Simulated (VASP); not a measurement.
# How biaxial strain in the (111) plane changes Ni

Wanted: the elastic response of Ni to biaxial strain in the (111) plane, with a fit that predicts a row left out.

Program: VASP 6.6.1. Level of theory: PBEsol, spin-polarised from a ferromagnetic start (one magnetic atom a cell); plane waves and PAW (Ni), in the first sound run; inputs show where later runs differ. Results are calculated unless marked as measured.

## 1. The starting structure

The structure is cubic, space group Fm-3m (No. 225). The conventional cell has a = 3.520 Å, b = 3.520 Å, c = 3.520 Å, α = 90.00°, β = 90.00°, γ = 90.00°. Ni has 12 Ni at 2.49 Å nearest.

Structure file:

```xyz
1
Lattice="0.0000 1.7600 1.7600 1.7600 0.0000 1.7600 1.7600 1.7600 0.0000" Properties=species:S:1:pos:R:3 pbc="T T T"
Ni    0.0000    0.0000    0.0000
```

## 2. Relax the crystal, PBEsol

The series starts from the cell that this level prefers, so that zero strain is near zero stress.

This step took 2 runs in a row; the last is shown.

Level: PBEsol, spin-polarised from a ferromagnetic start (one magnetic atom a cell); plane waves and PAW (Ni).

File INCAR:

```
SYSTEM = Ni
PREC = Accurate
ENCUT = 450
EDIFF = 1E-07
NELM = 120
ISMEAR = 1
SIGMA = 0.15
LREAL = .FALSE.
ALGO = Normal
GGA = PS
NBANDS = 12
ISPIN = 2
MAGMOM = 1.6
LASPH = .TRUE.
LMAXMIX = 4
LORBIT = 11
LWAVE = .FALSE.
LCHARG = .FALSE.
KPAR = 8
IBRION = 2
NSW = 40
ISIF = 3
EDIFFG = -0.005
POTIM = 0.4
```

File POSCAR:

```
Ni
1.0
    0.0000000000      1.7310045157      1.7310045157
    1.7310045157      0.0000000000      1.7310045157
    1.7310045157      1.7310045157      0.0000000000
Ni
1
Direct
    0.0000000000      0.0000000000      0.0000000000
```

File KPOINTS:

```
Automatic mesh
0
Gamma
29 29 29
0 0 0
```

PAW data sets: Ni (PBE family, release 64).

The run is started by

```sh
> mpirun -np 8 vasp_std
```

The program printed:

```text
[banner, memory and clock lines left out]
running    8 mpi-ranks, on    1 nodes
[...]
|                                                                             |
|           W    W    AA    RRRRR   N    N  II  N    N   GGGG   !!!           |
|           W    W   A  A   R    R  NN   N  II  NN   N  G    G  !!!           |
|           W    W  A    A  R    R  N N  N  II  N N  N  G       !!!           |
|           W WW W  AAAAAA  RRRRR   N  N N  II  N  N N  G  GGG   !            |
|           WW  WW  A    A  R   R   N   NN  II  N   NN  G    G                |
|           W    W  A    A  R    R  N    N  II  N    N   GGGG   !!!           |
|                                                                             |
|     For optimal performance we recommend to set                             |
|       NCORE = 2 up to number-of-cores-per-socket                            |
|     NCORE specifies how many cores store one orbital (NPAR=cpu/NCORE).      |
|     This setting can greatly improve the performance of VASP for DFT.       |
[...]
DAV:   3    -0.613501192014E+01    0.33033E-04   -0.21699E-04 41460   0.192E-01    0.142E-02
DAV:   4    -0.613500982311E+01    0.20970E-05   -0.14993E-06 37720   0.900E-03    0.822E-03
DAV:   5    -0.613500948760E+01    0.33551E-06   -0.54898E-07 39548   0.463E-03    0.158E-03
DAV:   6    -0.613500942507E+01    0.62532E-07   -0.29457E-08 18024   0.138E-03
   2 F= -.61350094E+01 E0= -.61347827E+01  d E =-.148811E-05  mag=     0.6220
 trial-energy change:   -0.000001  1 .order   -0.000001   -0.000005    0.000004
 step:   0.6827(harm=  0.5675)  dis= 0.00000  next Energy=    -6.135010 (dE=-0.211E-05)
[...]
N       E                     dE             d eps       ncg     rms          rms(c)
DAV:   1    -0.613502147040E+01   -0.11983E-04   -0.14992E-04 41660   0.174E-01    0.286E-02
DAV:   2    -0.613501342934E+01    0.80411E-05   -0.14963E-04 41884   0.151E-01    0.153E-02
DAV:   3    -0.613501014062E+01    0.32887E-05   -0.21917E-05 41388   0.610E-02    0.453E-03
DAV:   4    -0.613500990081E+01    0.23981E-06   -0.14898E-07 29780   0.287E-03    0.262E-03
DAV:   5    -0.613500986604E+01    0.34767E-07   -0.57529E-08 17460   0.149E-03
   3 F= -.61350099E+01 E0= -.61347837E+01  d E =-.192908E-05  mag=     0.6221
[...]
reached required accuracy - stopping structural energy minimisation
```

It took 26 s on 8 MPI ranks of AMD EPYC 9R45, shared host; peak memory 1.6 GiB; 3.1 min of CPU time.

The logs omit lines about the potential files and the build; timing stands in the text.

Parts of OUTCAR (step 2):

```text
  Total        0.0016844      0.0016844      0.0016844      0.0000000      0.0000000     -0.0000000
  in kB        0.2602881      0.2602881      0.2602881      0.0000000      0.0000000     -0.0000000
  external PRESSURE =       0.2602881 kB  Pullay stress =       0.0000000 kB

 POSITION                                       TOTAL-FORCE (eV/Angst)
 -----------------------------------------------------------------------------------
      0.00000      0.00000      0.00000        -0.000000      0.000000     -0.000000
 -----------------------------------------------------------------------------------
    total drift:                                0.000000     -0.000000      0.000000

  FREE ENERGIE OF THE ION-ELECTRON SYSTEM (eV)
  ---------------------------------------------------
  free  energy   TOTEN  =        -6.1350098660 eV

  energy  without entropy=       -6.1343314859  energy(sigma->0) =       -6.13478374

 reached required accuracy - stopping structural energy minimisation

 magnetization (x)
# of ion       s       p       d       tot
------------------------------------------
    1       -0.006  -0.024   0.658   0.627

[... 3 further parts left out ...]
[key lines of the parts left out:]
E-fermi :   9.8898
```

This run gave:

| Quantity | Value |
| --- | --- |
| energy(sigma→0) of the program | -6.1348 eV |
| stress, compression positive | 0.03 along [111], 0.03 across it (mean), GPa |
| volume | 10.368 Å³ |
| ionic steps | 3 |

## 3. Strain along the normal, PBEsol

One member in full: the plane is strained by -0.5 %, and the strain along the normal is moved by secant steps until the normal stress is under 0.012 GPa or five steps are spent; the atoms relax at each step.

This step took 3 runs, each at a new trial strain with the atoms of the one before; the last is shown.

Level: PBEsol, spin-polarised from a ferromagnetic start (one magnetic atom a cell); plane waves and PAW (Ni).

Edit INCAR of step 2 so:

```diff
@@ -18,7 +18,7 @@
 LCHARG = .FALSE.
-KPAR = 8
-IBRION = 2
-NSW = 40
-ISIF = 3
-EDIFFG = -0.005
-POTIM = 0.4
+KPAR = 2
+IBRION = 1
+NSW = 25
+ISIF = 2
+EDIFFG = -0.004
+POTIM = 0.3
```

File POSCAR:

```
Ni
1.0
    0.0093264780      1.7313658070      1.7313658070
    1.7313658070      0.0093264780      1.7313658070
    1.7313658070      1.7313658070      0.0093264780
Ni
1
Direct
    0.0000000000      0.0000000000      0.0000000000
```

KPOINTS is that of step 2.

The run is started by

```sh
> mpirun -np 2 vasp_std
```

The program printed:

```text
[banner, memory and clock lines left out]
running    2 mpi-ranks, on    1 nodes
[...]
[... a notice as in an earlier step ...]

 LDA part: xc-table for (Slater+PW92), standard interpolation
 POSCAR, INCAR and KPOINTS ok, starting setup
[...]
entering main loop
       N       E                     dE             d eps       ncg     rms          rms(c)
DAV:   1     0.275707497440E+02    0.27571E+02   -0.41231E+03113716   0.973E+02
DAV:   2    -0.630083502795E+01   -0.33872E+02   -0.31700E+02115860   0.162E+02
DAV:   3    -0.725406984183E+01   -0.95323E+00   -0.94802E+00123708   0.305E+01
DAV:   4    -0.726120614185E+01   -0.71363E-02   -0.71350E-02124308   0.234E+00
[...]
DAV:  12    -0.613412380222E+01   -0.14198E-05   -0.73522E-06160688   0.170E-02    0.836E-03
DAV:  13    -0.613412329968E+01    0.50254E-06   -0.96327E-08 87000   0.387E-03    0.971E-04
DAV:  14    -0.613412331403E+01   -0.14353E-07   -0.10539E-08 60764   0.115E-03
   1 F= -.61341233E+01 E0= -.61338802E+01  d E =-.613412E+01  mag=     0.6188
 BRION: g(F)=  0.380E-61 g(S)=  0.000E+00
 reached required accuracy - stopping structural energy minimisation
```

Run time: 2.4 min. Hardware: 2 MPI ranks; peak memory 0.81 GiB; 4.8 min of CPU time.

Parts of OUTCAR (step 3):

```text
  Total        0.1051372      0.1051372      0.1051372     -0.0525803     -0.0525803     -0.0525803
  in kB       16.3604030     16.3604030     16.3604030     -8.1820175     -8.1820175     -8.1820175
  external PRESSURE =      16.3604030 kB  Pullay stress =       0.0000000 kB

  FREE ENERGIE OF THE ION-ELECTRON SYSTEM (eV)
  ---------------------------------------------------
  free  energy   TOTEN  =        -6.1341233140 eV

  energy  without entropy=       -6.1333940885  energy(sigma->0) =       -6.13388024

 magnetization (x)
# of ion       s       p       d       tot
------------------------------------------
    1       -0.006  -0.024   0.654   0.624

[... 2 parts as in an earlier step ...]

[... 3 further parts left out ...]
[key lines of the parts left out:]
E-fermi :   9.9930
```

This run gave:

```
energy(sigma→0) of the program : -6.1339 eV
stress, compression positive   : 0.00 along [111], 2.45 across it (mean), GPa
ionic steps                    : 1
```

## 4. All members

The other members went through these steps as far as the tables show, with the same cutoff and, step by step, the same mesh; 27 runs are not shown. The session took 2.2 core hours (wall time by ranks) on a shared machine.

```tsv
in-plane strain (%)	strain along the normal (%)	in-plane stress, tension positive (GPa)	energy above the unstrained row, extrapolated to no smearing (meV/atom)
-2.000	1.239	-10.738	13.675
-1.500	0.919	-7.792	7.638
-1.000	0.613	-5.044	3.401
-0.500	0.308	-2.454	0.894
0	0.007	-0.008	0.000
0.500	-0.301	?	?
1.000	-0.605	4.466	2.739
1.500	-0.907	6.504	6.225
2.000	-1.201	8.396	11.013
```

## 5. Stress from the known rows

A least-squares parabola through the 8 rows shown, with e the strain in %: stress = − 0.2921 e² + 4.774 e + 0.003047 (GPa), r.m.s. residual 0.016 GPa.

At e = 0.5 this predicts 2.317 GPa.

## 6. Prediction against calculation

The calculation gives 2.291 GPa, so the prediction is 0.026 GPa too high, within twice the residual of the fit.

Slopes at zero strain, from cubics through all rows: strain ratio -0.608, stress over strain 474 GPa.

## 7. Outcome

| Item | Value |
| --- | --- |
| error of the predicted stress | 0.026 GPa |
| ratio of normal to in-plane strain | -0.608 |
| biaxial modulus | 474 GPa |

**Reading.** As a check, the curvature of the energy gives 475 GPa for the same modulus (energy per volume = M × strain²), 0 % from the slope of the stress. The energy also has a linear term worth 0.17 GPa that the stress column lacks, a mark of the finite basis or of the smearing. These are static values: temperature and zero-point motion are left out. In a metal the slopes also depend on mesh and smearing, which were held through the series.

[Lines on the potential files, build, host, timing and source positions are cut from VASP's logs without a mark.]

[Logs are printed without paths, hosts, clocks, repeated set-up lines and the standing remarks that a program may print on its own settings, such as how far it seeks lower states.]

[Hosts, paths, dates, database ids (printed as entryN), source tags and the programs' standing remarks are cut or masked in the printed files.]

[In band tables of VASP the shares of atoms and orbitals are scaled to a sum of 1 inside the atoms' spheres.]
